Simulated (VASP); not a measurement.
All values below come from r2SCAN meta-GGA, VASP's PBE PAW potentials (set 64) (plane waves; VASP 6.6.1).

Input for VASP

POSCAR:
```
Fe
1.0
 -1.4350000000   1.4350000000   1.4350000000
  1.4350000000  -1.4350000000   1.4350000000
  1.4350000000   1.4350000000  -1.4350000000
Fe
1
Cart
  0.0000000000   0.0000000000   0.0000000000
```

KPOINTS:
```
Automatic mesh
0
Gamma
16 16 16
0 0 0
```

### INCAR
```
! general
SYSTEM =Fe
PREC   =Accurate
ENCUT  =400
LREAL  =.FALSE.
LASPH  =.TRUE.

! electronic loop
EDIFF  =1E-6
NELM   =100
ALGO   =Normal
LMAXMIX=4
LMIXTAU=.TRUE.

! smearing
ISMEAR =1
SIGMA  =0.1

! functional
METAGGA=R2SCAN

! spin
ISPIN  =2
MAGMOM =2.5

! ions
ISIF   =2

! output
LWAVE  =.FALSE.
LCHARG =.FALSE.
LORBIT =10
```

POTCAR, in this order: Fe (PBE.64 set). Program: vasp_std.

Output

File OUTCAR:
```
 ion  position               nearest neighbor table
   1  0.000  0.000  0.000-
  LATTYP: Found a body centered cubic cell.
 ALAT       =     2.8700000000
 Subroutine PRICEL returns:
 Original cell was already a primitive cell.
 Subroutine GETGRP returns: Found 48 space group operations
The static configuration has the point symmetry O_h .
The dynamic configuration has the point symmetry O_h .
The overall configuration has the point symmetry O_h .
 Subroutine INISYM returns: Found 48 space group operations
 Subroutine IBZKPT returns following result:
 Found    145 irreducible k-points:

 Following reciprocal coordinates:
            Coordinates               Weight
  0.000000  0.000000  0.000000      1.000000
  0.062500  0.000000  0.000000     12.000000
  0.125000  0.000000  0.000000     12.000000
  0.187500  0.000000  0.000000     12.000000
  0.250000  0.000000  0.000000     12.000000
  0.312500  0.000000  0.000000     12.000000
  0.375000  0.000000  0.000000     12.000000
  0.437500  0.000000  0.000000     12.000000
  0.500000  0.000000  0.000000      6.000000
  0.062500  0.062500  0.000000     24.000000
  0.125000  0.062500 -0.000000     48.000000
  0.187500  0.062500  0.000000     48.000000
  0.250000  0.062500 -0.000000     48.000000
  0.312500  0.062500 -0.000000     48.000000
  0.375000  0.062500 -0.000000     48.000000
  0.437500  0.062500  0.000000     48.000000
  0.125000  0.125000  0.000000     24.000000
  0.187500  0.125000 -0.000000     48.000000
  0.250000  0.125000 -0.000000     48.000000
  0.312500  0.125000 -0.000000     48.000000
  0.375000  0.125000  0.000000     48.000000
  0.437500  0.125000  0.000000     24.000000
  0.187500  0.187500  0.000000     24.000000
  0.250000  0.187500 -0.000000     48.000000
  0.312500  0.187500  0.000000     48.000000
  0.375000  0.187500  0.000000     48.000000
  0.250000  0.250000  0.000000     24.000000
  0.312500  0.250000  0.000000     48.000000
  0.375000  0.250000 -0.000000     24.000000
  0.312500  0.312500  0.000000     24.000000
  0.062500  0.062500  0.062500      8.000000
  0.125000  0.062500  0.062500     24.000000
  0.187500  0.062500  0.062500     24.000000
  0.250000  0.062500  0.062500     24.000000
  0.312500  0.062500  0.062500     24.000000
  0.375000  0.062500  0.062500     24.000000
  0.437500  0.062500  0.062500     12.000000
 -0.062500  0.062500  0.062500      6.000000
  0.125000  0.125000  0.062500     24.000000
  0.187500  0.125000  0.062500     48.000000
   k-points           NKPTS =    145   k-points in BZ     NKDIM =    145   number of bands    NBANDS=      9
   number of dos      NEDOS =    301   number of ions     NIONS =      1
   total plane-waves  NPLWV =   4096
   dimension x,y,z NGX =    16 NGY =   16 NGZ =   16
   dimension x,y,z NGXF=    32 NGYF=   32 NGZF=   32
   ions per type =               1
   PREC   = accura    normal or accurate (medium, high low for compatibility)
   ISTART =      0    job   : 0-new  1-cont  2-samecut
   ICHARG =      2    charge: 1-file 2-atom 10-const
   ISPIN  =      2    spin polarized calculation?
   LNONCOLLINEAR =      F non collinear calculations
   LSORBIT =      F    spin-orbit coupling
   INIWAV =      1    electr: 0-lowe 1-rand  2-diag
   ENCUT  =  400.0 eV  29.40 Ry    5.42 a.u.   4.05  4.05  4.05*2*pi/ulx,y,z
   NELM   =    100;   NELMIN=  2; NELMDL= -5     # of ELM steps
   EDIFF  = 0.1E-05   stopping-criterion for ELM
   LREAL  =      F    real-space projection
   NLSPLINE    = F    spline interpolate recip. space projectors
   LMAXMIX     =    4 max onsite mixed and CHGCAR
...
```

OSZICAR:
```
       N       E                     dE             d eps       ncg     rms          rms(c)
DAV:   1     0.601199968999E+01    0.60120E+01   -0.35823E+03  5580   0.891E+02
DAV:   2    -0.156369831402E+02   -0.21649E+02   -0.20122E+02  5250   0.121E+02
DAV:   3    -0.158980014720E+02   -0.26102E+00   -0.26056E+00  5939   0.183E+01
DAV:   4    -0.158995303462E+02   -0.15289E-02   -0.15288E-02  5724   0.129E+00
DAV:   5    -0.158995491648E+02   -0.18819E-04   -0.18818E-04  5716   0.129E-01    0.119E+01
DAV:   6    -0.142949811218E+02    0.16046E+01   -0.23694E+01  5559   0.771E+01    0.945E+00
DAV:   7    -0.143416892639E+02   -0.46708E-01   -0.36574E+00  5977   0.260E+01    0.524E+00
DAV:   8    -0.143599932068E+02   -0.18304E-01   -0.87694E-02  5757   0.273E+00    0.224E+00
DAV:   9    -0.143537798568E+02    0.62133E-02   -0.91274E-02  6034   0.336E+00    0.801E-01
DAV:  10    -0.143551155615E+02   -0.13357E-02   -0.16556E-02  6264   0.143E+00    0.236E-01
DAV:  11    -0.143561944588E+02   -0.10789E-02   -0.18237E-03  5350   0.685E-01    0.134E-01
DAV:  12    -0.143561822816E+02    0.12177E-04   -0.15155E-05  5498   0.484E-02    0.795E-02
DAV:  13    -0.143561883994E+02   -0.61178E-05   -0.28805E-05  5574   0.725E-02    0.110E-02
DAV:  14    -0.143561823785E+02    0.60209E-05   -0.75253E-06  5312   0.369E-02    0.483E-03
DAV:  15    -0.143561776871E+02    0.46914E-05   -0.73638E-07  2644   0.127E-02    0.217E-03
DAV:  16    -0.143561778752E+02   -0.18808E-06   -0.37223E-08  2625   0.269E-03
   1 F= -.14356178E+02 E0= -.14356022E+02  d E =-.466323E-03  mag=     2.6305
```

OUTCAR:
```
------------------------ aborting loop because EDIFF is reached ----------------------------------------
  FORCE on cell =-STRESS in cart. coord.  units (eV):
  Direction    XX          YY          ZZ          XY          YZ          ZX
  --------------------------------------------------------------------------------------
  Total       -0.1723128     -0.1723128     -0.1723128      0.0000000     -0.0000000      0.0000000
  in kB      -23.3567572    -23.3567572    -23.3567572      0.0000000     -0.0000000      0.0000000
  external PRESSURE =     -23.3567572 kB  Pullay stress =       0.0000000 kB
  volume of cell :       11.82
      direct lattice vectors                 reciprocal lattice vectors
    -1.435000000  1.435000000  1.435000000     0.000000000  0.348432056  0.348432056
     1.435000000 -1.435000000  1.435000000     0.348432056  0.000000000  0.348432056
     1.435000000  1.435000000 -1.435000000     0.348432056  0.348432056  0.000000000
 POSITION                                       TOTAL-FORCE (eV/Angst)
 -----------------------------------------------------------------------------------
      0.00000      0.00000      0.00000        -0.000000     -0.000000      0.000000
 -----------------------------------------------------------------------------------
    total drift:                                0.000000      0.000000      0.000000
  FREE ENERGIE OF THE ION-ELECTRON SYSTEM (eV)
  ---------------------------------------------------
  free  energy   TOTEN  =       -14.3561778752 eV

  energy  without entropy=      -14.3557115522  energy(sigma->0) =      -14.35602243

 total charge

# of ion       s       p       d       tot
------------------------------------------
    1        0.476   0.547   6.167   7.190

 magnetization (x)

# of ion       s       p       d       tot
------------------------------------------
    1       -0.013  -0.117   2.831   2.701
```
(Selected blocks of OUTCAR.)

The compound is Fe in the bcc structure. The cell was not relaxed at this level. The run is one of a series of settings (GGA removed, LMIXTAU = .TRUE., METAGGA = R2SCAN against the base run), some of them coarse on purpose.
